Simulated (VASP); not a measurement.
Here is a VASP 6.6.1 calculation.

The input INCAR:

```
SYSTEM = Be2Ru
ALGO = Fast ; DIPOL = 0.5 0.5 0.275
EDIFF = 1E-6 ; EDIFFG = -0.02
ENCUT = 520 ; GGA = PE
IBRION = 2 ; IDIPOL = 3
ISIF = 2 ; ISMEAR = -1
IVDW = 1 ; LASPH = .TRUE.
LCHARG = .FALSE. ; LDIPOL = .TRUE.
LREAL = .FALSE. ; LWAVE = .FALSE.
NELM = 80 ; NSW = 60
PREC = Accurate ; SIGMA = 0.05
```

The input KPOINTS:

```
k-points
0
G
  12 12 1
  0 0 0
```

File POSCAR:

```
Be2Ru
1.0
    2.6011000000      0.0000000000      0.0000000000
   -1.3005500000      2.2526200000      0.0000000000
    0.0000000000      0.0000000000     30.8837600000
Be Ru
2 1
Selective dynamics
Direct
    0.3333300000      0.6666700000      0.3344800000  F F F
    0.6666700000      0.3333300000      0.2159700000  T T T
    0.0000000000      0.0000000000      0.2752300000  T T T
```

Potentials or basis: VASP PAW PBE potentials, release 64 (Be, Ru_pv).

The run is started by

```bash
$ cat potpaw_PBE.64/Be/POTCAR potpaw_PBE.64/Ru_pv/POTCAR > POTCAR
$ mpirun -np 1 vasp_std > vasp.out
```

Question: Predict the energy gained by relaxing.

Answer: 0.2 meV/atom.

Question: Predict the dispersion energy per atom.

Answer: -0.171 eV.

Question: What does it give for the band gap on the k mesh?

Answer: None (metal or under the smearing width).

The path:
```csv
step,energy change (eV),largest force (eV/Å),pressure (GPa)
1,0.0000,0.0580,-0.46
2,-0.0001,0.0560,-0.43
3,-0.0003,0.0541,-0.38
4,-0.0004,0.0407,-0.36
5,-0.0006,0.0035,-0.31
```

Caveat: atom-pairwise D2, TS and ULG terms overbind metals.
